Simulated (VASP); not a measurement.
An input for Ansatz (written as the equivalent of a VASP run, and not itself run):

Ansatz 0.2 input:
```yaml
crystal:
  lattice:
    - [5.1485400, 0.0000000, 0.0000000]
    - [-2.5742700, 4.4587660, 0.0000000]
    - [0.0000000, 0.0000000, 3.8392400]
  atoms:
    - { symbol: La, position: [0.0000000, 0.0000000, 0.0000000] }
    - { symbol: Ga, position: [0.3333330, 0.6666670, 0.0000000] }
    - { symbol: Ni, position: [0.6666670, 0.3333330, 0.0000000] }
    - { symbol: Ni, position: [0.9935400, 0.4967700, 0.5000000] }
    - { symbol: Ni, position: [0.5032300, 0.0064600, 0.5000000] }
    - { symbol: Ni, position: [0.5032300, 0.4967700, 0.5000000] }
kpoints:
  mp_grid: { grid: [4, 4, 5] }
hamiltonian:
  xc: pbesol
  pseudopotentials: { kind: paw }
scf:
  occupations: { method: fermi_dirac, width: 0.05 }
  max_iter: 100
output: { forces: true, stress: true, eigenvalues: true }
```

Problem. Write the VASP files for the same calculation (PBEsol).

Solution. Several could match; the one computed here: 
File POSCAR:
```
LaGaNi4
1
    5.1485400000     0.0000000000     0.0000000000
   -2.5742700000     4.4587660000     0.0000000000
    0.0000000000     0.0000000000     3.8392400000
La Ga Ni
1 1 4
Direct
  0.0000000000   0.0000000000   0.0000000000
  0.3333330000   0.6666670000   0.0000000000
  0.6666670000   0.3333330000   0.0000000000
  0.9935400000   0.4967700000   0.5000000000
  0.5032300000   0.0064600000   0.5000000000
  0.5032300000   0.4967700000   0.5000000000
```

### INCAR
```
SYSTEM  =  LaGaNi4
PREC  =  Accurate; ENCUT  =  300; LREAL  =  .False.
LASPH  =  .True.
EDIFF  =  1E-6; NELM  =  100; ALGO  =  Normal
LMAXMIX  =  6
ISMEAR  =  -1; SIGMA  =  0.05
GGA  =  PS
ISIF  =  2
LWAVE  =  .False.; LCHARG  =  .False.
```

**KPOINTS**
```
Automatic mesh
0
Gamma
4 4 5
0 0 0
```

POTCAR, in this order: La Ga_d Ni (PBE.64 set). Program: vasp_std.

Limits of the translation: each code has its own PAW files, so the cut-off isn't converted (ENCUT is set for VASP's; basis.ecutwfc is left out, and Ansatz then takes the one that its files recommend); Ansatz stops its SCF on the density residual and VASP on the energy change (EDIFF).

The structure comes from a computed database's LaGaNi4 entry; how it stands against other phases isn't given here. The cell was not relaxed at this level. The k-mesh is coarse (spacing up to 0.35 per Å, 2π included), so the numbers may not be converged in it. The run is one of a series of settings (KPOINTS 4×4×5 Γ-centred mesh against the base run), some of them coarse on purpose.
